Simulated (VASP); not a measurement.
# Ir: transverse stress against strain

Ir (fcc, Fm-3m, 14.293 Å³/atom and stress up to 0.14 GPa in the relaxed cell, cube axes along x, y and z) under an equal strain ε along x and y, with z held. r2SCAN in VASP (plane waves, PAW), 480 eV, 20×20×20 Γ-centred mesh, Methfessel-Paxton smearing 0.10 eV. Stress is positive for a compressed cell.

Here s stands for strain and y for stress zz.

| strain (%) | stress zz (GPa) |
|---|---|
| -3.00 | ? |
| -1.50 | 7.95 |
| -1.00 | 5.09 |
| -0.50 | 2.40 |
| 0.00 | -0.14 |
| 0.50 | -2.54 |
| 1.00 | -4.82 |
| 1.50 | -6.99 |

### Question
Using a straight line, estimate the missing y at s = -3.00 from the other rows, showing the fit.

### Answer
Means: s 0, y 0.136. About the means, the sum of products is -34.790 and the sum of squares of s is 7.0000; the slope is their ratio. Least squares gives y = 0.136 - 4.9700·s. Residuals (row less fit): 0.359, -0.016, -0.221, -0.276, -0.191, 0.014, 0.329; standard error 0.283 (degrees of freedom: 5). The slope gives the elastic constant 2C12 = about 500 GPa. At the withheld row, y = 0.136 - 4.9700 × (-3.0) = 15.046 GPa. The calculation gives 17.56 GPa, 2.514 GPa above the prediction (10.2 % of the range of y in the table). The row lies outside the fitted rows, so this is an extrapolation. From the scatter of the fitted rows alone, a prediction at this place has a standard error of 0.440 GPa, so the miss is 5.7 times that.

A polynomial of degree 2 through the 12 other runs of the series gives 17.32 there, so most of the miss is curvature that the fit leaves out. In a metal these values are sensitive to mesh and smearing; energies are taken to zero smearing, stresses follow the free energy. The runs aren't spin-polarised. Spin-orbit coupling is left out, which can shift these values for the heavy elements here. Rows are the converged runs of the series near zero and its far end, less any whose ions stayed unrelaxed beside relaxed ones; series whose fitted rows scatter by over a few per cent of the range, as at a crossing or softening among them, aren't shown in this form. Most that stay on the fit to the last digits aren't either.
